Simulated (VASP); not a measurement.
Method: PBEsol GGA, VASP's PBE PAW potentials (set 64) (plane waves; VASP).

The input files of a VASP run:

File POSCAR:
```
MgSe
1
    0.0000000000     2.9689300000     2.9689300000
    2.9689300000     0.0000000000     2.9689300000
    2.9689300000     2.9689300000     0.0000000000
Mg Se
1 1
Direct
  0.0000000000   0.0000000000   0.0000000000
  0.2500000000   0.2500000000   0.2500000000
```

File KPOINTS:
```
Automatic mesh
0
Gamma
9 9 9
0 0 0
```

**INCAR**
```
SYSTEM = MgSe
PREC = Accurate
ENCUT = 400
EDIFF = 1E-7
NELM = 100
ALGO = Normal
LREAL = .FALSE.
LASPH = .TRUE.
ISMEAR = -5
GGA = PS
LMAXMIX = 4
LWAVE = .FALSE.
LCHARG = .TRUE.
LORBIT = 11
NEDOS = 601
ISIF = 2
```

POTCAR, in this order: Mg Se (PBE.64 set). Program: vasp_std.

What does the run give for the energy per atom (σ→0), band gap (on the k-mesh)?

```json
{
 "energy per atom (σ→0)": "-4.003 eV/atom",
 "band gap (on the k-mesh)": "2.52 eV"
}
```

OSZICAR:
```
...
DAV:   7    -0.800407649425E+01    0.42460E-01   -0.25220E-01   648   0.236E+00    0.941E-01
DAV:   8    -0.800527141971E+01   -0.11949E-02   -0.84351E-03   584   0.651E-01    0.262E-01
DAV:   9    -0.800517180496E+01    0.99615E-04   -0.23257E-04   904   0.983E-02    0.159E-01
DAV:  10    -0.800524172749E+01   -0.69923E-04   -0.37544E-04   600   0.103E-01    0.267E-02
DAV:  11    -0.800523722516E+01    0.45023E-05   -0.38107E-05   672   0.292E-02    0.179E-02
DAV:  12    -0.800523789324E+01   -0.66809E-06   -0.21560E-06   696   0.899E-03    0.349E-03
DAV:  13    -0.800523786183E+01    0.31413E-07   -0.14950E-08   552   0.108E-03
   1 F= -.80052379E+01 E0= -.80052379E+01  d E =0.000000E+00
```

The structure comes from a computed database's MgSe entry (F-43m); how it stands against other phases isn't given here. The cell was not relaxed at this level.
